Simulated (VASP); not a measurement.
Given:

```
CELL_PARAMETERS angstrom
      0.00000     2.87130     2.87130
      2.87130     0.00000     2.87130
      2.87130     2.87130     0.00000
ATOMIC_POSITIONS crystal
  Be 0.00000 0.00000 0.00000
  Te 0.25000 0.25000 0.25000
```

These are PBE GGA, VASP's PBE PAW potentials (set 64) (plane waves; VASP) values and carry that method's errors. Run with 400 eV cut-off, 6×6×6 Monkhorst-Pack mesh, Gaussian smearing of 0.050 eV, potentials Be Te.

Question: What does the run give for the energy per atom (σ→0), pressure?

Answer: 
```json
{
 "energy per atom (σ→0)": "-3.806 eV/atom",
 "pressure": "-2.05 GPa"
}
```

The compound is BeTe in the zinc blende structure. The cell was not relaxed at this level. The run is one of a series of settings (KPOINTS 6×6×6 Monkhorst-Pack mesh against the base run), some of them coarse on purpose.
